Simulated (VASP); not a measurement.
PbF$_{2}$ (fluorite):

```
CELL_PARAMETERS angstrom
      0.00000     2.97000     2.97000
      2.97000     0.00000     2.97000
      2.97000     2.97000     0.00000
ATOMIC_POSITIONS crystal
  Pb 0.00000 0.00000 0.00000
  F  0.25000 0.25000 0.25000
  F  0.75000 0.75000 0.75000
```

The lowest empty band near X, direction across the valley's axis, from mBJ (TB09) with spin-orbit coupling in VASP (PAW); its two spin partners are averaged. The gap over the points computed is 5.51 eV, and the next band on that side lies 3.02 eV away at the edge.

Run with 520 eV cut-off, 7×7×7 Γ-centred mesh, Gaussian smearing of 0.050 eV, potentials Pb_d F.

```csv
distance from the edge in k (1/Å),distance in energy (meV)
0.025,3.4
0.035,6.6
0.050,13.3
0.070,26.0
```

Fit E(1 + αE) = ħ²k²/2m* (ħ²/2m0 = 3.810 eV Å²) and predict the row at 0.095 1/Å.

The rows don't resolve α, so a parabola serves: the electron mass is m* = 0.717 m0, and so 48.0 meV. The run gave 47.6 meV, -0.4 meV from the fit.

Left out are points under 3 meV from the edge, since the levels carry 0.1 meV, and points farther than half the way to the next band.

The compound is PbF2 in the fluorite structure, the β form. The cell was not relaxed at this level.
